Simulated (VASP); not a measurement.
VASP ran on this input.

**POSCAR**
```
MgO
1
    3.4956434364    -0.0000000000     0.0000000000
   -1.7478217182     3.0273163741    -0.0000000000
    0.0000000000     0.0000000000     4.1930427667
Mg O
2 2
Direct
  0.6666670000   0.3333330000   0.7500000000
  0.3333330000   0.6666670000   0.2500000000
  0.6666670000   0.3333330000   0.2500000000
  0.3333330000   0.6666670000   0.7500000000
```

**INCAR**
```
SYSTEM = MgO
PREC = Accurate; ENCUT = 520; LREAL = .False.
LASPH = .True.
EDIFF = 1E-6; NELM = 100; ALGO = Normal
ISMEAR = 0; SIGMA = 0.05
GGA = PS
IBRION = 2; NSW = 60; ISIF = 3
EDIFFG = -0.02
LWAVE = .False.; LCHARG = .False.
```

File KPOINTS:
```
Automatic mesh
0
Gamma
7 7 5
0 0 0
```

POTCAR, in this order: Mg O (PBE.64 set). Program: vasp_std.

Task: Translate this PBEsol calculation to Ansatz.

Result: One equivalent input (not run):
Ansatz 0.2 input:
```yaml
crystal:
  lattice:
    - [3.4956434, 0.0000000, 0.0000000]
    - [-1.7478217, 3.0273164, 0.0000000]
    - [0.0000000, 0.0000000, 4.1930428]
  atoms:
    - { symbol: Mg, position: [0.6666670, 0.3333330, 0.7500000] }
    - { symbol: Mg, position: [0.3333330, 0.6666670, 0.2500000] }
    - { symbol: O, position: [0.6666670, 0.3333330, 0.2500000] }
    - { symbol: O, position: [0.3333330, 0.6666670, 0.7500000] }
kpoints:
  mp_grid: { grid: [7, 7, 5] }
hamiltonian:
  xc: pbesol
  pseudopotentials: { kind: paw }
scf:
  occupations: { method: gaussian, width: 0.05 }
  max_iter: 100
relax:
  max_steps: 60
  f_tol: 0.02
  cell: {}
output: { forces: true, stress: true, eigenvalues: true }
```
The two are equivalent in intent, not identical: each code has its own PAW files, so the cut-off isn't converted (ENCUT is set for VASP's; basis.ecutwfc is left out, and Ansatz then takes the one that its files recommend); Ansatz stops its SCF on the density residual and VASP on the energy change (EDIFF).

The structure comes from a computed database's MgO entry (P6_3/mmc); how it stands against other phases isn't given here. This run relaxes it. Symmetry was kept, so distortions that lower it aren't found. The start is the result of an earlier pass.
